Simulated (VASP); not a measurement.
Crystal: LiPb.

```
Li Pb
1.0
     3.52200    0.00000    0.00000
     0.00000    3.52200    0.00000
     0.00000    0.00000    3.52200
Li Pb
1 1
Direct
  0.50000 0.50000 0.50000
  0.00000 0.00000 0.00000
```

- Program: VASP 6.6.1
- Task: relaxation of cell and atoms
- Functional: LDA
- Potentials or basis: VASP PAW LDA potentials, release 64 (Li_sv, Pb_d)
- Cutoff: 600 eV
- k mesh: 6 × 6 × 6
- Occupations: methfessel-paxton, width 0.3 eV
- Spin: no spin polarisation

At the start: pressure -2.1 GPa; volume 21.84 Å³/atom.

How do energy, volume and symmetry change on relaxing?

Over 3 steps the energy falls by 8.4 meV/atom and the volume is 20.68 Å³/atom (-5.3 %); space group Pm-3m (No. 221, to 0.05 Å).

Step by step:
```
step  energy change (eV)  largest force (eV/Å)  pressure (GPa)  volume (Å³)
   1              0.0000                0.0000           -2.08        43.69
   2             -0.0155                0.0000           -0.62        41.92
   3             -0.0167                0.0000           -0.08        41.37
```

Final structure:
```
Li Pb
1.0
     3.45855    0.00000    0.00000
     0.00000    3.45855    0.00000
     0.00000    0.00000    3.45855
Li Pb
1 1
Direct
  0.50000 0.50000 0.50000
  0.00000 0.00000 0.00000
```

Caveat: the cutoff is under 1.25 times the usual one of these potentials, so pressure, stress and relaxed cells hold a basis-set (Pulay) error.
